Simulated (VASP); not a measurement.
Runs of VASP 6.6.1 on MgO. Symmetry: Fm-3m, No. 225, cubic system. The conventional cell has a = 4.208 Å, b = 4.208 Å, c = 4.208 Å, α = 90.00°, β = 90.00°, γ = 90.00°. Mg (site symmetry m-3m) has 6 O at 2.10 Å as nearest neighbours. O (site symmetry m-3m) is surrounded by 6 Mg at 2.10 Å. 

```tsv
task	level	potentials or basis	cell	cutoff (eV)	gap on the mesh (eV)	pressure (GPa)
relaxation of cell and atoms	PBEsol	VASP PAW PBE potentials, release 64 (Mg, O)	relaxed	600	4.66	0.0
band structure	TB-mBJ	VASP PAW PBE potentials, release 64 (Mg, O)	as given	520	6.80	-
band structure	LDA	VASP PAW LDA potentials, release 64 (Mg, O)	as given	520	(a)	-7.3
band structure	PBEsol	VASP PAW PBE potentials, release 64 (Mg, O)	as given	520	4.66	0.2
```

Alike in all rows: no spin polarisation; k mesh 14 × 14 × 14; smearing gaussian 0.03 eV.

Problem. Fill in the values left out.

Solution. (a) 4.69.

Caveats: the PAW data sets were made with another functional, which shifts forces and pressure a little (some runs); the relaxation stopped at its first step, so nothing moved (some runs).

A k mesh can miss the band edges.
